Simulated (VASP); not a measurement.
# Mn2InN2 (C2/m) in VASP: reference runs

Reference runs on Mn2InN2: the cell as given, and energy against volume gives the equilibrium volume and stiffness.

Everything below comes from runs of VASP 6.6.1. Logs are shortened: lines on timing, memory, paths and dates and some standing lists are left out, and cuts for length are marked.

## 1. The structure

The structure is monoclinic, space group C2/m (No. 12). The conventional cell has a = 5.554 Å, b = 3.225 Å, c = 7.406 Å, α = 90.00°, β = 90.18°, γ = 90.00°. Around In (site symmetry 2/m) lie 6 N at 3.17 to 3.18 Å and 6 In at 3.21 to 3.23 Å and 6 Mn at 3.41 Å. Around Mn (site symmetry m) lie 4 N at 1.88 to 1.97 Å. N (site symmetry m) has 4 Mn at 1.88 to 1.97 Å as nearest neighbours.

The cell comes from a database or a generator and needn't be the stable form of this composition.

## 2. Single point, PBE, collinear spin, ferromagnetic start

Input file INCAR:

```
SYSTEM = Mn2InN2
PREC = Accurate ; ENCUT = 520
EDIFF = 1E-7 ; ISMEAR = -1
SIGMA = 0.05 ; LREAL = .FALSE.
LASPH = .TRUE. ; NELM = 100
ALGO = Normal ; ISIF = 2
LWAVE = .FALSE. ; LCHARG = .FALSE.
ISPIN = 2 ; MAGMOM = 0 4 4 0 0
LORBIT = 11 ; LMAXMIX = 4
GGA = PE ; NBANDS = 36
```

Input file KPOINTS:

```
Automatic mesh
0
G
  10 10 4
  0 0 0
```

Input file POSCAR:

```
Mn2InN2
1.0
    2.7770159899     -1.6127287546      0.0000000000
    2.7770159899      1.6127287546      0.0000000000
   -0.0228246757      0.0000000000      7.4063662167
In Mn N
1 2 2
Direct
    0.0000000000      0.0000000000      0.5000000000
    0.6664280000      0.6664280000      0.8856840000
    0.3335720000      0.3335720000      0.1143160000
    0.6679540000      0.6679540000      0.1518960000
    0.3320460000      0.3320460000      0.8481040000
```

Potentials or basis: VASP PAW PBE potentials, release 64 (In_d, Mn_pv, N).

The run is started by

```sh
$ cat potpaw_PBE.64/In_d/POTCAR potpaw_PBE.64/Mn_pv/POTCAR potpaw_PBE.64/N/POTCAR > POTCAR
$ mpirun -np 1 vasp_std > vasp.out
```

OUTCAR:

```text
SYSTEM = Mn2InN2
   PREC = Accurate
   ENCUT = 520
   EDIFF = 1E-7
   ISMEAR = -1
   LREAL = .FALSE.
   LASPH = .TRUE.
   NELM = 100
   ISIF = 2
   ISPIN = 2
   LORBIT = 11
   GGA = PE

 ion  position               nearest neighbor table
   1  0.000  0.000  0.500-   2 3.41   2 3.41   3 3.41   3 3.41   2 3.41   3 3.41
   2  0.666  0.666  0.886-   5 1.88   5 1.88   5 1.88   4 1.97   3 2.51   3 2.51   3 2.51   1 3.41
                             1 3.41   1 3.41
   3  0.334  0.334  0.114-   4 1.88   4 1.88   4 1.88   5 1.97   2 2.51   2 2.51   2 2.51   1 3.41
                             1 3.41   1 3.41
   4  0.668  0.668  0.152-   3 1.88   3 1.88   3 1.88   2 1.97
   5  0.332  0.332  0.848-   2 1.88   2 1.88   2 1.88   3 1.97

  LATTYP: Found a base centered monoclinic cell.
 ALAT       =     5.5540319798
 B/A-ratio  =     0.5807416163
 C/A-ratio  =     1.3335179584
 COS(beta)  =    -0.0030817498

  Lattice vectors:

 A1 = (   2.7770159899,  -1.6127287546,   0.0000000000)
 A2 = (   2.7770159899,   1.6127287546,   0.0000000000)
 A3 = (  -0.0228246757,   0.0000000000,   7.4063662167)

Analysis of symmetry for initial positions (statically):
=====================================================================
 Subroutine PRICEL returns:
 Original cell was already a primitive cell.

 Routine SETGRP: Setting up the symmetry group for a
 base centered monoclinic supercell.

 Subroutine GETGRP returns: Found  4 space group operations
 (whereof  4 operations were pure point group operations)
 out of a pool of  4 trial point group operations.

The static configuration has the point symmetry C_2h.

Analysis of symmetry for dynamics (positions and initial velocities):
=====================================================================
 Subroutine PRICEL returns:
 Original cell was already a primitive cell.

 Routine SETGRP: Setting up the symmetry group for a
 base centered monoclinic supercell.

 Subroutine GETGRP returns: Found  4 space group operations
 (whereof  4 operations were pure point group operations)
 out of a pool of  4 trial point group operations.

The dynamic configuration has the point symmetry C_2h.

Analysis of structural, dynamic, and magnetic symmetry:
=====================================================================
 Subroutine PRICEL returns:
 Original cell was already a primitive cell.

 Routine SETGRP: Setting up the symmetry group for a
 base centered monoclinic supercell.

 Subroutine GETGRP returns: Found  4 space group operations
 (whereof  4 operations were pure point group operations)
 out of a pool of  4 trial point group operations.

The overall configuration has the point symmetry C_2h.

 Subroutine INISYM returns: Found  4 space group operations
 (whereof  4 operations are pure point group operations),
 and found     1 'primitive' translations

----------------------------------------------------------------------------------------

                                     Primitive cell

  volume of cell :      66.3399

  direct lattice vectors                    reciprocal lattice vectors
     2.777015990 -1.612728755  0.000000000     0.180049377 -0.310033537  0.000554870
     2.777015990  1.612728755  0.000000000     0.180049377  0.310033537  0.000554870
    -0.022824676  0.000000000  7.406366217     0.000000000  0.000000000  0.135018978

  length of vectors
     3.211341129  3.211341129  7.406401387     0.358523193  0.358523193  0.135018978

  position of ions in fractional coordinates (direct lattice)
     1.000000000  1.000000000  0.500000000
     0.666428000  0.666428000  0.885684000
     0.333572000  0.333572000  0.114316000
     0.667954000  0.667954000  0.151896000
     0.332046000  0.332046000  0.848104000

  ion indices of the primitive-cell ions
   primitive index   ion index
                 1           1
                 2           2
                 3           3
                 4           4
                 5           5

----------------------------------------------------------------------------------------

 KPOINTS: Automatic mesh

Automatic generation of k-mesh.
 Grid dimensions read from file:
 generate k-points for:   10   10    4

 Generating k-lattice:

  Cartesian coordinates                     Fractional coordinates (reciprocal lattice)
     0.018004938 -0.031003354  0.000055487     0.100000000  0.000000000 -0.000000000
     0.018004938  0.031003354  0.000055487     0.000000000  0.100000000 -0.000000000
     0.000000000  0.000000000  0.033754745     0.000000000  0.000000000  0.250000000

  Length of vectors
     0.035852319  0.035852319  0.033754745

  Shift w.r.t. Gamma in fractional coordinates (k-lattice)
     0.000000000  0.000000000  0.000000000

 Subroutine IBZKPT returns following result:
 ===========================================

 Found    117 irreducible k-points:

 Following reciprocal coordinates:
            Coordinates               Weight
  0.000000  0.000000  0.000000      1.000000
  0.100000  0.000000  0.000000      4.000000
  0.200000  0.000000  0.000000      4.000000
  0.300000  0.000000  0.000000      4.000000
  0.400000  0.000000  0.000000      4.000000
  0.500000  0.000000  0.000000      2.000000
[... 16 lines left out ...]
  0.300000  0.300000  0.000000      2.000000
  0.400000  0.300000  0.000000      4.000000
 [... further k-points ...]
   k-points           NKPTS =    117   k-points in BZ     NKDIM =    117   number of bands    NBANDS=     36
   number of dos      NEDOS =    301   number of ions     NIONS =      5
   total plane-waves  NPLWV =  32256
   dimension x,y,z NGX =    24 NGY =   24 NGZ =   56
   dimension x,y,z NGXF=    48 NGYF=   48 NGZF=  112
   ions per type =               1   2   2
   NGX,Y,Z   is equivalent  to a cutoff of  12.42, 12.42, 12.57 a.u.
   NGXF,Y,Z  is equivalent  to a cutoff of  24.85, 24.85, 25.14 a.u.
 SYSTEM =  Mn2InN2
   PREC   = accura    normal or accurate (medium, high low for compatibility)
   ISTART =      0    job   : 0-new  1-cont  2-samecut
   ICHARG =      2    charge: 1-file 2-atom 10-const
   ISPIN  =      2    spin polarized calculation?
   LNONCOLLINEAR =      F non collinear calculations
   LSORBIT =      F    spin-orbit coupling
   LASPH  =      T    aspherical Exc in radial PAW
   ENCUT  =  520.0 eV  38.22 Ry    6.18 a.u.   5.97  5.97 13.77*2*pi/ulx,y,z
   NELM   =    100;   NELMIN=  2; NELMDL= -5     # of ELM steps
   EDIFF  = 0.1E-06   stopping-criterion for ELM
   LREAL  =      F    real-space projection
   EDIFFG = 0.1E-05   stopping-criterion for IOM
   NSW    =      0    number of steps for IOM
   IBRION =     -1    ionic relax: 0-MD 1-quasi-New 2-CG
   NFREE  =      0    steps in history (QN), initial steepest desc. (CG)
   ISIF   =      2    stress and relaxation
   ISYM   =      2    0-nonsym 1-usesym 2-fastsym
   POTIM  = 0.5000    time-step for ionic-motion
   TEBEG  =    0.0;   TEEND  =   0.0 temperature during run
   PSTRESS=    0.0 pullay stress
   NELECT =      49.0000    total number of electrons
   NUPDOWN=      -1.0000    fix difference up-down
   EMIN   =  10.00;   EMAX   =-10.00  energy-range for DOS
   EFERMI =   0.00;   METHOD = LEGACY
   ISMEAR =    -1;   SIGMA  =   0.05  broadening in eV -4-tet -1-fermi 0-gaus
   EFERMI_NEDOS =   21; number of points for ismear=-14 and -15
   IALGO  =     38    algorithm
   IMIX   =      4    mixing-type and parameters
     AMIX     =   0.40;   BMIX     =  1.00
     AMIX_MAG =   1.60;   BMIX_MAG =  1.00
  volume/ion in A,a.u.               =      13.27        89.54
  Fermi-wavevector in a.u.,A,eV,Ry     =   1.479842  2.796495 29.795822  2.189931
  Thomas-Fermi vector in A             =   2.593949
   LORBIT       =     11    0 simple, 1 ext, 2 COOP (PROOUT), +10 PAW based schemes
   GGA     = PE    functional components
   LHFCALC =     F    Hartree Fock is set to
   AEXX    =    0.0000 exact exchange contribution
   IVDW    =     0    specifies the selected vdW correction
   LEPSILON=     F    determine dielectric tensor
   LRPA    =     F    only Hartree local field effects (RPA)
 spin polarized calculation
  energy-cutoff  :      520.00
  volume of cell :       66.34
 maximum number of plane-waves:      1810
   NGX = 11   NGY = 11   NGZ = 27

 number of electron      49.0000001 magnetization       2.8640744

 Free energy of the ion-electron system (eV)
  ---------------------------------------------------
  ext. energy  EPLUGINS =         0.00000000
  ---------------------------------------------------
  free energy    TOTEN  =       -37.62307317 eV

  energy without entropy =      -37.59982107  energy(sigma->0) =      -37.61144712

 E-fermi :   7.8271     XC(G=0): -11.5323

 val. band max:        7.8244376672   @ k =  -0.1000   0.5000   0.2500
 cond. band min:       7.8348717242   @ k =   0.5000   0.5000   0.5000
 fundamental gap:      0.0104340570
 Fermi energy:         7.8270911138

 spin component 1

 k-point     1 :       0.0000    0.0000    0.0000
  band No.  band energies     occupation
      1     -41.6428      1.00000
      2     -41.6374      1.00000
      3     -41.5340      1.00000
      4     -41.5289      1.00000
      5     -41.4047      1.00000
      6     -41.1927      1.00000
[... 28 lines left out ...]
     35      18.5078      0.00000
     36      18.6241      0.00000

 k-point     2 :       0.1000    0.0000    0.0000
  band No.  band energies     occupation
      1     -41.6483      1.00000
      2     -41.6412      1.00000
      3     -41.5472      1.00000
      4     -41.5292      1.00000
      5     -41.3920      1.00000
      6     -41.1942      1.00000
[... 28 lines left out ...]
     35      17.8104      0.00000
     36      17.9226      0.00000
[... 817 lines left out ...]
     35      16.5251      0.00000
     36      17.3011      0.00000

 k-point    24 :       0.4000    0.3000    0.0000
  band No.  band energies     occupation
      1     -41.6869      1.00000
      2     -41.6723      1.00000
      3     -41.6213      1.00000
      4     -41.5313      1.00000
      5     -41.3135      1.00000
      6     -41.2177      1.00000
[... 28 lines left out ...]
     35      16.2777      0.00000
     36      17.2569      0.00000

 [... further k-points ...]

 spin component 2

 k-point     1 :       0.0000    0.0000    0.0000
  band No.  band energies     occupation
      1     -40.0142      1.00000
      2     -39.9599      1.00000
      3     -39.9502      1.00000
      4     -39.8439      1.00000
      5     -39.8345      1.00000
      6     -39.7898      1.00000
[... 28 lines left out ...]
     35      18.5523      0.00000
     36      18.6658      0.00000

 k-point     2 :       0.1000    0.0000    0.0000
  band No.  band energies     occupation
      1     -40.0165      1.00000
      2     -39.9703      1.00000
      3     -39.9551      1.00000
      4     -39.8433      1.00000
      5     -39.8341      1.00000
      6     -39.7863      1.00000
[... 28 lines left out ...]
     35      17.9286      0.00000
     36      18.0258      0.00000
[... 817 lines left out ...]
     35      16.8895      0.00000
     36      17.5349      0.00000

 k-point    24 :       0.4000    0.3000    0.0000
  band No.  band energies     occupation
      1     -40.0440      1.00000
      2     -40.0308      1.00000
      3     -39.9922      1.00000
      4     -39.8412      1.00000
      5     -39.8192      1.00000
      6     -39.7808      1.00000
[... 28 lines left out ...]
     35      16.5173      0.00000
     36      17.5755      0.00000

 [... further k-points ...]

------------------------ aborting loop because EDIFF is reached ----------------------------------------

  FORCE on cell =-STRESS in cart. coord.  units (eV):
  Direction    XX          YY          ZZ          XY          YZ          ZX
  --------------------------------------------------------------------------------------
  -------------------------------------------------------------------------------------
  Total        0.1957034      0.0851304     -0.2614714      0.0000000      0.0000000     -0.0139396
  in kB        4.7264386      2.0559864     -6.3148031      0.0000000      0.0000000     -0.3366556
  external PRESSURE =       0.1558740 kB  Pullay stress =       0.0000000 kB

 VOLUME and BASIS-vectors are now :
 -----------------------------------------------------------------------------
  energy-cutoff  :      520.00
  volume of cell :       66.34
      direct lattice vectors                 reciprocal lattice vectors
     2.777015990 -1.612728755  0.000000000     0.180049377 -0.310033537  0.000554870
     2.777015990  1.612728755  0.000000000     0.180049377  0.310033537  0.000554870
    -0.022824676  0.000000000  7.406366217     0.000000000  0.000000000  0.135018978

 POSITION                                       TOTAL-FORCE (eV/Angst)
 -----------------------------------------------------------------------------------
     -0.01141      0.00000      3.70318         0.000000      0.000000      0.000000
      3.68115      0.00000      6.55970        -0.010632      0.000000      0.083063
      1.85006      0.00000      0.84667         0.010632      0.000000     -0.083063
      3.70637      0.00000      1.12500        -0.016460      0.000000     -0.027945
      1.82484      0.00000      6.28137         0.016460      0.000000      0.027945
 -----------------------------------------------------------------------------------
    total drift:                                0.000000      0.000000      0.000000

  FREE ENERGIE OF THE ION-ELECTRON SYSTEM (eV)
  ---------------------------------------------------
  free  energy   TOTEN  =       -37.6230731739 eV

  energy  without entropy=      -37.5998210738  energy(sigma->0) =      -37.61144712

 total charge

# of ion       s       p       d       tot
------------------------------------------
    1        1.044   0.408   9.858  11.310
    2        0.357   6.404   5.268  12.029
    3        0.357   6.404   5.268  12.029
    4        1.271   2.413   0.000   3.685
    5        1.271   2.413   0.000   3.685
--------------------------------------------------
tot          4.300  18.043  20.395  42.738

 magnetization (x)

# of ion       s       p       d       tot
------------------------------------------
    1        0.025  -0.035   0.002  -0.008
    2        0.014   0.025   1.436   1.475
    3        0.014   0.025   1.436   1.475
    4       -0.002  -0.083   0.000  -0.085
    5       -0.002  -0.083   0.000  -0.085
--------------------------------------------------
tot          0.048  -0.152   2.875   2.771
```

Run time: 7.2 min. Hardware: 1 thread of Intel Xeon Platinum 8559C (Emerald Rapids), shared host; peak memory 0.51 GiB.

What came out:

| Item | Value |
| --- | --- |
| Free energy | -37.6231 eV |
| Pressure | 0.0 GPa |
| Largest force | 0.084 eV/Å |
| Band gap on the k mesh | none (metal or under the smearing width) |
| Net moment | 2.86 μB per cell |
| Site moments | In -0.01; Mn +1.48; N -0.09 μB |
| Valence electrons inside the program's atomic spheres | In 11.31; Mn 12.03; N 3.69 |

Forces on the atoms (eV/Å):
```
In   0.000  0.000  0.000
Mn  -0.011  0.000  0.083
Mn   0.011  0.000 -0.083
N   -0.016  0.000 -0.028
N    0.016  0.000  0.028
```

Caveat: only a ferromagnetic start was run, and an antiferromagnetic order may lie lower in energy.

## 3. Equation of state, PBE, collinear spin, ferromagnetic start, 12.47 Å³/atom (volume scaled by 0.94)

Input file INCAR:

```
SYSTEM = Mn2InN2
PREC = Accurate
ENCUT = 520
EDIFF = 1E-7
ISMEAR = -1
SIGMA = 0.05
LREAL = .False.
LASPH = .True.
NELM = 150
ALGO = Normal
ISIF = 2
LWAVE = .False.
LCHARG = .False.
ISPIN = 2
MAGMOM = 0 4 4 0 0
LORBIT = 11
LMAXMIX = 4
GGA = PE
NBANDS = 36
```

Input file KPOINTS:

```
regular mesh
0
Gamma
  10 10 4
  0 0 0
```

Edit POSCAR of step 2 so:

```diff
@@ -2,5 +2,5 @@
 1.0
-    2.7770159899     -1.6127287546      0.0000000000
-    2.7770159899      1.6127287546      0.0000000000
-   -0.0228246757      0.0000000000      7.4063662167
+    2.7203262874     -1.5798066851      0.0000000000
+    2.7203262874      1.5798066851      0.0000000000
+   -0.0223587353      0.0000000000      7.2551734619
 In Mn N
```

Potentials or basis: VASP PAW PBE potentials, release 64 (In_d, Mn_pv, N).

The run is started by

```sh
$ cat potpaw_PBE.64/In_d/POTCAR potpaw_PBE.64/Mn_pv/POTCAR potpaw_PBE.64/N/POTCAR > POTCAR
$ mpirun -np 1 vasp_std > vasp.out
```

Run time: 7.2 min. Hardware: 1 thread of Intel Xeon Platinum 8559C (Emerald Rapids), shared host; peak memory 0.47 GiB.

The run converged. Its results:

| Item | Value |
| --- | --- |
| Free energy | -37.4963 eV |
| Pressure | 10.5 GPa |
| Largest force | 0.558 eV/Å |
| Band gap on the k mesh | none (metal or under the smearing width) |
| Net moment | 2.54 μB per cell |
| Site moments | In -0.00; Mn +1.29; N -0.07 μB |
| Valence electrons inside the program's atomic spheres | In 11.34; Mn 12.18; N 3.73 |

Caveat: the moment fell far below its start of 4 μB, so a state of higher moment may lie lower in energy; only a ferromagnetic start was run, and an antiferromagnetic order may lie lower in energy.

## 4. Equation of state, PBE, collinear spin, ferromagnetic start, 12.74 Å³/atom (volume scaled by 0.96)

Input file INCAR:

```
SYSTEM = Mn2InN2
PREC = Accurate
ENCUT = 520
EDIFF = 1E-7
ISMEAR = -1
SIGMA = 0.05
LREAL = .FALSE.
LASPH = .TRUE.
NELM = 150
ALGO = Normal
ISIF = 2
LWAVE = .FALSE.
LCHARG = .FALSE.
ISPIN = 2
MAGMOM = 0 4 4 0 0
LORBIT = 11
LMAXMIX = 4
GGA = PE
NBANDS = 36
```

Input file KPOINTS:

```
regular mesh
0
G
  10 10 4
  0 0 0
```

Edit POSCAR of step 3 so:

```diff
@@ -2,5 +2,5 @@
 1.0
-    2.7203262874     -1.5798066851      0.0000000000
-    2.7203262874      1.5798066851      0.0000000000
-   -0.0223587353      0.0000000000      7.2551734619
+    2.7394841460     -1.5909324509      0.0000000000
+    2.7394841460      1.5909324509      0.0000000000
+   -0.0225161963      0.0000000000      7.3062679162
 In Mn N
```

The run is started by

```sh
$ cat potpaw_PBE.64/In_d/POTCAR potpaw_PBE.64/Mn_pv/POTCAR potpaw_PBE.64/N/POTCAR > POTCAR
$ mpirun -np 1 vasp_std > vasp.out
```

It took 4.4 min on 1 thread of Intel Xeon Platinum 8559C (Emerald Rapids), shared host; peak memory 0.49 GiB.

It converged, with:

```yaml
Free_energy: -37.5681 eV
Pressure: 6.6 GPa
Largest_force: 0.346 eV/Å
Band_gap_on_the_k_mesh: none (metal or under the smearing width)
Net_moment: 2.65 μB per cell
Site_moments: In -0.00; Mn +1.36; N -0.07 μB
Valence_electrons_inside_the_program's_atomic_spheres: In 11.33; Mn 12.13; N 3.71
```

Caveat: the moment fell far below its start of 4 μB, so a state of higher moment may lie lower in energy; only a ferromagnetic start was run, and an antiferromagnetic order may lie lower in energy.

## 5. Equation of state, PBE, collinear spin, ferromagnetic start, 13.00 Å³/atom (volume scaled by 0.98)

Input file INCAR:

```
PREC = Accurate
ENCUT = 520
EDIFF = 1E-7
ISMEAR = -1
SIGMA = 0.05
LREAL = F
LASPH = T
NELM = 100
ALGO = Normal
ISIF = 2
LWAVE = F
LCHARG = F
ISPIN = 2
MAGMOM = 0 4 4 0 0
LORBIT = 11
LMAXMIX = 4
GGA = PE
NBANDS = 36
```

Input file KPOINTS:

```
regular mesh
0
Gamma
  10 10 4
```

Edit POSCAR of step 4 so:

```diff
@@ -2,5 +2,5 @@
 1.0
-    2.7394841460     -1.5909324509      0.0000000000
-    2.7394841460      1.5909324509      0.0000000000
-   -0.0225161963      0.0000000000      7.3062679162
+    2.7583777371     -1.6019047455      0.0000000000
+    2.7583777371      1.6019047455      0.0000000000
+   -0.0226714853      0.0000000000      7.3566575631
 In Mn N
```

The run is started by

```sh
$ cat potpaw_PBE.64/In_d/POTCAR potpaw_PBE.64/Mn_pv/POTCAR potpaw_PBE.64/N/POTCAR > POTCAR
$ mpirun -np 1 vasp_std > vasp.out
```

Wall time 7.1 min (1 thread of Intel Xeon Platinum 8559C (Emerald Rapids), shared host); peak memory 0.5 GiB.

Results (log left out):

| Quantity | Value |
| --- | --- |
| Free energy | -37.6093 eV |
| Pressure | 3.1 GPa |
| Largest force | 0.152 eV/Å |
| Band gap on the k mesh | none (metal or under the smearing width) |
| Net moment | 2.77 μB per cell |
| Site moments | In -0.01; Mn +1.42; N -0.08 μB |
| Valence electrons inside the program's atomic spheres | In 11.32; Mn 12.08; N 3.70 |

Caveat: only a ferromagnetic start was run, and an antiferromagnetic order may lie lower in energy.

[end of part 1 of 2]
